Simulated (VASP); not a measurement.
```xyz
2
Lattice="0.0000 3.2924 3.2924 3.2924 0.0000 3.2924 3.2924 3.2924 0.0000" Properties=species:S:1:pos:R:3 pbc="T T T"
Rb     3.2924     3.2924     6.5848
Cl     3.2924     3.2924     3.2924
```

These are PBE GGA with D3 dispersion (Becke-Johnson damping), VASP's PBE PAW potentials (set 64) (plane waves; VASP) values and carry that method's errors. Numerical set-up: 520 eV cut-off, 7×7×7 Γ-centred mesh, Gaussian smearing of 0.050 eV, potentials Rb_sv Cl.

Question: Estimate the energy per atom (σ→0), band gap (on the k-mesh) with the smallest direct gap where there is one.

Answer: 
| Property | Value |
|---|---|
| band gap (on the k-mesh) | 4.99 eV |
| smallest direct gap (on the k-mesh) | 4.99 eV |
| energy per atom (σ→0) | -3.514 eV/atom |

Only differences to runs with the same potentials and settings are physical.

The compound is RbCl in the rock salt structure. It was relaxed first.
